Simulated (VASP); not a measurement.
VWC2 under changes of volume

One of the cells (9.637 Å³/atom); the others are scaled copies at fixed shape and fractional positions:

```
W V C
1.0
     1.50686    0.86999    4.90078
    -1.50686    0.86999    4.90078
     0.00000   -1.73997    4.90078
W V C
1 1 2
Direct
  0.00000 0.00000 0.00000
  0.50000 0.50000 0.50000
  0.24649 0.24649 0.24649
  0.75351 0.75351 0.75351
```

The cell comes from a database or a generator and needn't be the stable form of this composition.

| Quantity | Value |
| --- | --- |
| Program | VASP 6.6.1 |
| Functional | PBE |
| Potentials or basis | VASP PAW PBE potentials, release 64 (W_sv, V_sv, C) |
| Cutoff | 520 eV |
| k mesh | 10 × 10 × 10 |
| Occupations | fermi-dirac, width 0.05 eV |
| Spin | collinear spin, ferromagnetic start |
| Starting moments | [0.0, 2.0, 0.0, 0.0] μB |

```tsv
volume (Å³/atom)	energy over the lowest point (meV/atom)	pressure (GPa)	largest force (eV/Å)
9.244	33.69	22.2	0.228
9.440	?	?	?
9.637	0.00	5.7	0.013
10.030	2.72	-7.6	0.170
10.227	15.52	-13.2	0.251
```

Task: What does the run at 9.440 Å³/atom give?

Result: Energy over the lowest point 11.80 meV/atom; pressure 13.5 GPa; largest force 0.116 eV/Å.

Worked out: A Birch-Murnaghan fit of order 2 (a polynomial in V^(-2/3)) to the other rows has its minimum at 9.80 Å³/atom with B0 = V·E''(V) = 339 GPa at fixed shape and positions, which overstates the stiffness. It gives 11.89 meV/atom at 9.440 Å³/atom, against the run's 11.80, and -dE/dV = 13.6 GPa, against 13.5.

Energies are extrapolated to zero smearing.
